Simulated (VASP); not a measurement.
Input:

```
CELL_PARAMETERS angstrom
      4.17937     0.00000     0.00000
      0.00000     4.17937     0.00000
      0.00000     0.00000     4.17937
ATOMIC_POSITIONS crystal
  Ba 0.00000 0.00000 0.00000
  Hf 0.50000 0.50000 0.50000
  O  0.50000 0.00000 0.50000
  O  0.00000 0.50000 0.50000
  O  0.50000 0.50000 0.00000
```

The numbers are results of PBE GGA with D3 dispersion (Becke-Johnson damping), VASP's PBE PAW potentials (set 64) (plane waves; VASP 6.6.1), not measurements. Numerical set-up: 520 eV cut-off, 5×5×5 Γ-centred mesh, Gaussian smearing of 0.050 eV, potentials Ba_sv Hf_pv O.

Problem. What does the run give for the energy per atom (σ→0)?

Solution. 
```
Property                       Result
---------------------  --------------
energy per atom (σ→0)  -8.942 eV/atom
```

Total energies compare only between runs with the same potentials, cut-off and functional.

The compound is BaHfO3 in the cubic perovskite structure. It was relaxed first. The start is the result of an earlier pass.
